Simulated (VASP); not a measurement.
Data:

```
CELL_PARAMETERS angstrom
      1.90148    -3.29346     0.00000
      1.90148     3.29346     0.00000
      0.00000     0.00000    12.30965
ATOMIC_POSITIONS crystal
  La 0.00000 0.00000 0.50000
  La 0.00000 0.00000 0.00000
  La 0.33333 0.66667 0.25000
  La 0.66667 0.33333 0.75000
```

Method: revPBE GGA, VASP's PBE PAW potentials (set 64) (plane waves; VASP). Run with 520 eV cut-off, Gaussian smearing of 0.050 eV, potentials La.

Question: Give the energies of bands 17 to 25 at the high-symmetry points, in eV from the Fermi level.

Answer: 
| band | Γ | M | K | A | L | H |
|---|---|---|---|---|---|---|
| 17 | -3.23 | -1.86 | -0.87 | -2.80 | -1.60 | -1.04 |
| 18 | -1.96 | -1.78 | -0.87 | -2.80 | -1.60 | -1.04 |
| 19 | -1.94 | -1.51 | -0.64 | -1.68 | -1.39 | -0.38 |
| 20 | -1.73 | -1.05 | -0.52 | -1.68 | -1.39 | -0.38 |
| 21 | 0.42 | -0.68 | -0.52 | 0.74 | -1.04 | -0.10 |
| 22 | 0.54 | -0.34 | -0.05 | 0.74 | -1.04 | -0.10 |
| 23 | 1.20 | -0.24 | 0.09 | 1.10 | 0.58 | -0.08 |
| 24 | 1.22 | 0.37 | 0.09 | 1.10 | 0.58 | -0.08 |
| 25 | 1.23 | 0.83 | 0.77 | 1.27 | 1.15 | 0.76 |

It has no gap at this level: it comes out as a metal or semimetal.

The compound is La in the dhcp structure. It was relaxed first.
